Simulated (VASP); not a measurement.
Data:

V is taken in the cubic space group Im-3m (No. 229), the bcc (W type) structure, Pearson symbol cI2. Conventional cell: a = b = c = 2.9879 Å, α = β = γ = 90.00°. V on 2a has 8 V at 2.588 Å and 6 V at 2.988 Å. (Neighbours: up to the widest gap in distance over summed covalent radii, below 1.35, at either atom.)
(The calculation used a cell of 1 atom; values per cell refer to that cell.)

Computed with PBE GGA, VASP's PBE PAW potentials (set 64) (plane waves; VASP 6.6.1). Run with 480 eV cut-off, 16×16×16 Γ-centred mesh, first-order Methfessel-Paxton smearing of 0.10 eV, potentials V_sv.

Each relaxation starts from this cell; other phases were not tried.

The cell is relaxed at 20 GPa. What happens?

The volume per atom goes from 13.34 to 12.25 Å³ (-8.1 %), and the cell becomes a = 2.905 Å, b = 2.905 Å, c = 2.905 Å, α = 90.00°, β = 90.00°, γ = 90.00°, space group Im-3m.

Failed runs are left out, and for metals the shear rows, which the mesh's noise covers.

The compound is V in the bcc structure. The run is not spin-polarised, so no magnetic state was tried.
